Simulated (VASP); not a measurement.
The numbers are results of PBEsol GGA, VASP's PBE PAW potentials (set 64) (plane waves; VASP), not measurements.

A VASP calculation is set up with these files.

POSCAR:
```
La2AlCo2C
1
   -2.0920500000     3.0580500000     4.5455000000
    2.0920500000    -3.0580500000     4.5455000000
    2.0920500000     3.0580500000    -4.5455000000
La Co Al C
2 2 1 1
Direct
  0.1892300000   0.6892300000   0.5000000000
  0.8107700000   0.3107700000   0.5000000000
  0.2933200000   0.0000000000   0.2933200000
  0.7066800000   0.0000000000   0.7066800000
  0.5000000000   0.5000000000   0.0000000000
  0.0000000000   0.0000000000   0.0000000000
```

### INCAR
```
# general
SYSTEM  = La2AlCo2C
PREC    = Accurate
ENCUT   = 400
LREAL   = .FALSE.
LASPH   = .TRUE.

# electronic loop
EDIFF   = 1E-6
NELM    = 100
ALGO    = Normal
LMAXMIX = 6

# smearing
ISMEAR  = -1
SIGMA   = 0.05

# functional
GGA     = PS

# spin
ISPIN   = 2
MAGMOM  = 0.0 0.0 3.0 3.0 0.0 0.0

# ions
IBRION  = 2
NSW     = 50
ISIF    = 3
EDIFFG  = -0.01

# output
LWAVE   = .FALSE.
LCHARG  = .FALSE.
LORBIT  = 11
```

File KPOINTS:
```
Automatic
0
Gamma
4 4 4
```

POTCAR, in this order: La Co Al C (PBE.64 set). Program: vasp_std.

Output

### OSZICAR
```
...
DAV:   6    -0.420734478818E+02   -0.16527E-05   -0.27753E-04  3888   0.118E-01    0.151E-02
DAV:   7    -0.420734468679E+02    0.10138E-05   -0.21106E-05  3866   0.347E-02    0.739E-03
DAV:   8    -0.420734465597E+02    0.30828E-06   -0.14732E-06  2046   0.113E-02
  10 F= -.42073447E+02 E0= -.42056948E+02  d E =-.420249E-03  mag=    -0.0000
       N       E                     dE             d eps       ncg     rms          rms(c)
DAV:   1    -0.420734709021E+02   -0.24034E-04   -0.10975E-03  3159   0.348E-01    0.570E-02
DAV:   2    -0.420737617078E+02   -0.29081E-03   -0.18020E-03  3384   0.527E-01    0.172E-01
DAV:   3    -0.420734386324E+02    0.32308E-03   -0.10282E-03  3370   0.429E-01    0.105E-02
DAV:   4    -0.420734486503E+02   -0.10018E-04   -0.13562E-04  3992   0.861E-02    0.224E-02
DAV:   5    -0.420734436684E+02    0.49819E-05   -0.17153E-05  3304   0.480E-02    0.397E-03
DAV:   6    -0.420734434007E+02    0.26765E-06   -0.17398E-06  1875   0.133E-02
  11 F= -.42073443E+02 E0= -.42056939E+02  d E =-.417090E-03  mag=     0.0000
       N       E                     dE             d eps       ncg     rms          rms(c)
DAV:   1    -0.420734452878E+02   -0.16194E-05   -0.41878E-05  3211   0.683E-02    0.104E-02
DAV:   2    -0.420734545824E+02   -0.92947E-05   -0.56550E-05  2704   0.986E-02    0.305E-02
DAV:   3    -0.420734442171E+02    0.10365E-04   -0.30134E-05  2640   0.823E-02    0.192E-03
DAV:   4    -0.420734445704E+02   -0.35329E-06   -0.53174E-06  2928   0.193E-02
  12 F= -.42073445E+02 E0= -.42056945E+02  d E =-.418259E-03  mag=    -0.0000
       N       E                     dE             d eps       ncg     rms          rms(c)
DAV:   1    -0.420734552666E+02   -0.11049E-04   -0.33226E-04  3294   0.191E-01    0.323E-02
DAV:   2    -0.420735509994E+02   -0.95733E-04   -0.58511E-04  3425   0.295E-01    0.991E-02
DAV:   3    -0.420734442973E+02    0.10670E-03   -0.34125E-04  2886   0.247E-01    0.607E-03
DAV:   4    -0.420734475091E+02   -0.32118E-05   -0.44556E-05  3817   0.492E-02    0.128E-02
DAV:   5    -0.420734459353E+02    0.15738E-05   -0.44693E-06  2688   0.264E-02    0.296E-03
DAV:   6    -0.420734460928E+02   -0.15751E-06   -0.11277E-06  1532   0.125E-02
  13 F= -.42073446E+02 E0= -.42056947E+02  d E =-.419782E-03  mag=    -0.0000
       N       E                     dE             d eps       ncg     rms          rms(c)
DAV:   1    -0.420738283958E+02   -0.38246E-03   -0.11698E-02  3322   0.142E+00    0.170E-01
DAV:   2    -0.420764606731E+02   -0.26323E-02   -0.16536E-02  3800   0.155E+00    0.531E-01
DAV:   3    -0.420734542109E+02    0.30065E-02   -0.98217E-03  3596   0.127E+00    0.381E-02
DAV:   4    -0.420735381531E+02   -0.83942E-04   -0.14197E-03  4096   0.275E-01    0.716E-02
DAV:   5    -0.420734902752E+02    0.47878E-04   -0.13169E-04  3984   0.125E-01    0.257E-02
DAV:   6    -0.420734862639E+02    0.40113E-05   -0.29278E-05  3880   0.383E-02    0.107E-02
DAV:   7    -0.420734854797E+02    0.78413E-06   -0.21301E-06  2248   0.197E-02
  14 F= -.42073485E+02 E0= -.42057004E+02  d E =-.393869E-04  mag=    -0.0000
       N       E                     dE             d eps       ncg     rms          rms(c)
DAV:   1    -0.420735661590E+02   -0.79895E-04   -0.28345E-03  3337   0.700E-01    0.847E-02
DAV:   2    -0.420742165694E+02   -0.65041E-03   -0.40596E-03  3784   0.773E-01    0.263E-01
DAV:   3    -0.420734755300E+02    0.74104E-03   -0.23922E-03  3540   0.636E-01    0.188E-02
DAV:   4    -0.420734954664E+02   -0.19936E-04   -0.34050E-04  4056   0.137E-01    0.356E-02
DAV:   5    -0.420734837154E+02    0.11751E-04   -0.33890E-05  3768   0.642E-02    0.124E-02
DAV:   6    -0.420734829322E+02    0.78328E-06   -0.63880E-06  3128   0.193E-02
  15 F= -.42073483E+02 E0= -.42057011E+02  d E =-.368394E-04  mag=     0.0000
       N       E                     dE             d eps       ncg     rms          rms(c)
DAV:   1    -0.420737596069E+02   -0.27589E-03   -0.11365E-02  3323   0.140E+00    0.170E-01
DAV:   2    -0.420763642612E+02   -0.26047E-02   -0.16228E-02  3816   0.155E+00    0.527E-01
DAV:   3    -0.420733898430E+02    0.29744E-02   -0.95492E-03  3548   0.127E+00    0.376E-02
DAV:   4    -0.420734765298E+02   -0.86687E-04   -0.14227E-03  4112   0.281E-01    0.730E-02
DAV:   5    -0.420734270494E+02    0.49480E-04   -0.13864E-04  3976   0.129E-01    0.253E-02
DAV:   6    -0.420734233781E+02    0.36713E-05   -0.28417E-05  3784   0.377E-02    0.111E-02
DAV:   7    -0.420734224875E+02    0.89058E-06   -0.27991E-06  2424   0.224E-02
  16 F= -.42073422E+02 E0= -.42056963E+02  d E =0.236053E-04  mag=     0.0000
       N       E                     dE             d eps       ncg     rms          rms(c)
DAV:   1    -0.420737287219E+02   -0.30534E-03   -0.85267E-03  3308   0.121E+00    0.145E-01
DAV:   2    -0.420756562782E+02   -0.19276E-02   -0.12177E-02  3832   0.133E+00    0.457E-01
DAV:   3    -0.420734628535E+02    0.21934E-02   -0.73375E-03  3576   0.107E+00    0.324E-02
DAV:   4    -0.420735132213E+02   -0.50368E-04   -0.91362E-04  4112   0.218E-01    0.551E-02
DAV:   5    -0.420734836729E+02    0.29548E-04   -0.77093E-05  4008   0.954E-02    0.203E-02
DAV:   6    -0.420734795987E+02    0.40742E-05   -0.22058E-05  3760   0.347E-02    0.596E-03
DAV:   7    -0.420734791844E+02    0.41430E-06   -0.11897E-06  1854   0.151E-02
  17 F= -.42073479E+02 E0= -.42057007E+02  d E =-.330916E-04  mag=     0.0000
       N       E                     dE             d eps       ncg     rms          rms(c)
DAV:   1    -0.420734859511E+02   -0.63524E-05   -0.12271E-04  3364   0.147E-01    0.179E-02
DAV:   2    -0.420735153500E+02   -0.29399E-04   -0.18405E-04  3352   0.163E-01    0.561E-02
DAV:   3    -0.420734820133E+02    0.33337E-04   -0.10907E-04  3052   0.137E-01    0.408E-03
DAV:   4    -0.420734829483E+02   -0.93499E-06   -0.15000E-05  3264   0.295E-02    0.763E-03
DAV:   5    -0.420734823486E+02    0.59969E-06   -0.12607E-06  1838   0.218E-02
  18 F= -.42073482E+02 E0= -.42057007E+02  d E =-.362558E-04  mag=     0.0000
       N       E                     dE             d eps       ncg     rms          rms(c)
DAV:   1    -0.420741651933E+02   -0.68225E-03   -0.10860E-02  2996   0.113E+00    0.255E-01
DAV:   2    -0.420803547164E+02   -0.61895E-02   -0.36130E-02  3664   0.236E+00    0.800E-01
DAV:   3    -0.420733995000E+02    0.69552E-02   -0.21981E-02  3536   0.198E+00    0.397E-02
DAV:   4    -0.420735980866E+02   -0.19859E-03   -0.26930E-03  3600   0.374E-01    0.968E-02
DAV:   5    -0.420735070522E+02    0.91034E-04   -0.29887E-04  4120   0.204E-01    0.236E-02
DAV:   6    -0.420735051172E+02    0.19350E-05   -0.39154E-05  3856   0.407E-02    0.124E-02
DAV:   7    -0.420735035516E+02    0.15656E-05   -0.29750E-06  2348   0.178E-02    0.445E-03
DAV:   8    -0.420735031380E+02    0.41359E-06   -0.10043E-06  1755   0.120E-02
  19 F= -.42073503E+02 E0= -.42057018E+02  d E =-.207894E-04  mag=     0.0000
       N       E                     dE             d eps       ncg     rms          rms(c)
DAV:   1    -0.420735032942E+02    0.25737E-06   -0.15361E-05  3028   0.433E-02    0.996E-03
DAV:   2    -0.420735131890E+02   -0.98948E-05   -0.61323E-05  3026   0.899E-02    0.322E-02
DAV:   3    -0.420735022040E+02    0.10985E-04   -0.37325E-05  3032   0.770E-02    0.200E-03
DAV:   4    -0.420735024946E+02   -0.29065E-06   -0.40952E-06  2784   0.158E-02
  20 F= -.42073502E+02 E0= -.42057016E+02  d E =-.201461E-04  mag=     0.0000
       N       E                     dE             d eps       ncg     rms          rms(c)
DAV:   1    -0.420735073902E+02   -0.51862E-05   -0.53885E-04  2803   0.186E-01    0.142E-02
DAV:   2    -0.420735242683E+02   -0.16878E-04   -0.12538E-04  3660   0.131E-01    0.411E-02
DAV:   3    -0.420735072223E+02    0.17046E-04   -0.59934E-05  2888   0.986E-02    0.454E-03
DAV:   4    -0.420735075903E+02   -0.36796E-06   -0.84135E-06  3104   0.234E-02
  21 F= -.42073508E+02 E0= -.42057034E+02  d E =-.509565E-05  mag=     0.0000
```

File OUTCAR:
```
------------------------ aborting loop because EDIFF is reached ----------------------------------------
  FORCE on cell =-STRESS in cart. coord.  units (eV):
  Direction    XX          YY          ZZ          XY          YZ          ZX
  --------------------------------------------------------------------------------------
  Total        0.0208841      0.0261954      0.0441025     -0.0000000      0.0000000      0.0000000
  in kB        0.3031520      0.3802514      0.6401893     -0.0000000      0.0000000      0.0000000
  external PRESSURE =       0.4411976 kB  Pullay stress =       0.0000000 kB
  volume of cell :      110.37
      direct lattice vectors                 reciprocal lattice vectors
    -2.068124827  3.009185821  4.433836352     0.000000000  0.166157901  0.112769160
     2.068124827 -3.009185821  4.433836352     0.241764904  0.000000000  0.112769160
     2.068124827  3.009185821 -4.433836352     0.241764904  0.166157901  0.000000000
 POSITION                                       TOTAL-FORCE (eV/Angst)
 -----------------------------------------------------------------------------------
      2.06812     -0.00000      1.69601        -0.000000     -0.000000      0.005762
      0.00000      3.00919      2.73782         0.000000     -0.000000     -0.005762
      0.00000      1.76054      0.00000         0.000000     -0.005432     -0.000000
      0.00000      4.25783      0.00000        -0.000000      0.005432     -0.000000
      0.00000      0.00000      4.43384        -0.000000     -0.000000     -0.000000
      0.00000      0.00000      0.00000        -0.000000     -0.000000      0.000000
 -----------------------------------------------------------------------------------
    total drift:                               -0.000000     -0.000000      0.000000
  FREE ENERGIE OF THE ION-ELECTRON SYSTEM (eV)
  ---------------------------------------------------
  free  energy   TOTEN  =       -42.0735075903 eV

  energy  without entropy=      -42.0405596831  energy(sigma->0) =      -42.05703364

 total charge

# of ion       s       p       d       f       tot
--------------------------------------------------
    1        2.065   5.605   0.796   0.151   8.617
    2        2.065   5.605   0.796   0.151   8.617
    3        0.542   0.575   7.414   0.000   8.531
    4        0.542   0.575   7.414   0.000   8.531
    5        0.439   0.405   0.000   0.000   0.844
    6        0.919   1.447   0.000   0.000   2.365
--------------------------------------------------
tot          6.572  14.210  16.420   0.302  37.505

 magnetization (x)

# of ion       s       p       d       f       tot
--------------------------------------------------
    1       -0.000   0.000  -0.000   0.000  -0.000
    2       -0.000   0.000  -0.000   0.000  -0.000
    3       -0.000  -0.000   0.000   0.000   0.000
    4       -0.000  -0.000   0.000   0.000   0.000
    5       -0.000  -0.000   0.000   0.000  -0.000
    6       -0.000  -0.000   0.000   0.000  -0.000
--------------------------------------------------
tot         -0.000  -0.000   0.000   0.000   0.000

 reached required accuracy - stopping structural energy minimisation
```
(Selected blocks of OUTCAR.)

CONTCAR:
```
La2AlCo2C
   1.00000000000000
    -2.0681248267798358    3.0091858207425251    4.4338363517054971
     2.0681248267798358   -3.0091858207425251    4.4338363517054971
     2.0681248267798358    3.0091858207425251   -4.4338363517054971
  La              Co              Al              C
     2     2     1     1
Direct
     0.1912580600712918    0.6912580600712919    0.5000000000000000
     0.8087419399287081    0.3087419399287082    0.5000000000000000
     0.2925281457312267    0.0000000000000000    0.2925281457312267
     0.7074718542687735    0.0000000000000000    0.7074718542687735
     0.5000000000000000    0.5000000000000000    0.0000000000000000
     0.0000000000000000    0.0000000000000000    0.0000000000000000
```

File OUTCAR:
```
 val. band max:        8.6991535689   @ k =  -0.2500   0.2500   0.0000

 cond. band min:       8.7344871228   @ k =   0.2500  -0.2500   0.2500


 Fermi energy:         8.7180071057

 spin component 1

 k-point     1 :       0.0000    0.0000    0.0000
  band No.  band energies     occupation
      1     -23.6638      1.00000
      2     -23.4392      1.00000
      3      -7.9728      1.00000
      4      -7.7479      1.00000
      5      -7.2717      1.00000
      6      -7.1486      1.00000
      7      -7.0644      1.00000
      8      -7.0431      1.00000
      9      -1.7356      1.00000
     10       2.6019      1.00000
     11       4.2417      1.00000
     12       4.4827      1.00000
     13       4.8977      1.00000
     14       5.5114      1.00000
     15       6.3738      1.00000
     16       6.6490      1.00000
     17       7.3135      1.00000
     18       7.3286      1.00000
     19       7.3388      1.00000
     20       7.4050      1.00000
     21       7.5212      1.00000
     22       7.5566      1.00000
     23       7.6541      1.00000
     24       8.1713      0.99998
     25       8.9171      0.01832
     26       9.4006      0.00000
     27      10.6065      0.00000
     28      10.7518      0.00000
     29      10.8563      0.00000
     30      10.8775      0.00000
     31      11.0708      0.00000

 k-point     2 :       0.2500   -0.0000    0.0000
  band No.  band energies     occupation
      1     -23.6392      1.00000
      2     -23.4640      1.00000
      3      -8.0153      1.00000
      4      -7.6856      1.00000
      5      -7.2868      1.00000
      6      -7.1783      1.00000
      7      -7.1329      1.00000
      8      -7.0024      1.00000
      9      -1.5779      1.00000
     10       2.4489      1.00000
     11       4.3121      1.00000
     12       4.7054      1.00000
     13       4.9304      1.00000
     14       5.4430      1.00000
     15       6.2751      1.00000
...
```

At this cut-off the stress carries a Pulay error, which pulls relaxed volumes low. Energy and stress use the plane-wave basis of the starting cell.

The structure comes from a measured La2AlCo2C entry of the Crystallography Open Database, whose conditions weren't checked. This run relaxes it. Symmetry was kept, so distortions that lower it aren't found. The k-mesh is coarse (spacing up to 0.46 per Å, 2π included), so the numbers may not be converged in it. The run is one of a series of settings (EDIFFG = -0.01, IBRION = 2, ISIF = 3, NSW = 50 against the base run), some of them coarse on purpose.
